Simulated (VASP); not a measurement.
Given:

```
CELL_PARAMETERS angstrom
      0.00000     2.75918     2.75918
      2.75918     0.00000     2.75918
      2.75918     2.75918     0.00000
ATOMIC_POSITIONS crystal
  Zn 0.00000 0.00000 0.00000
  Se 0.25000 0.25000 0.25000
```

All values below come from PBEsol GGA, VASP's PBE PAW potentials (set 64) (plane waves; VASP). Settings: 500 eV cut-off, 8×8×8 Γ-centred mesh, Gaussian smearing of 0.050 eV, potentials Zn Se.

Task: What does the run give for the energy per atom (σ→0), pressure, band gap (on the k-mesh) with the smallest direct gap where there is one?

Result: 
The band gap (on the k-mesh) is 1.50 eV and the smallest direct gap (on the k-mesh) comes out as 1.50 eV. The energy per atom (σ→0) is -3.366 eV/atom. The pressure is 4.97 GPa.

Only differences to runs with the same potentials and settings are physical.

The structure was generated: ZnSe was put into the zinc blende type (F-43m), which need not be its known phase. It was relaxed first under an external pressure of 5 GPa.
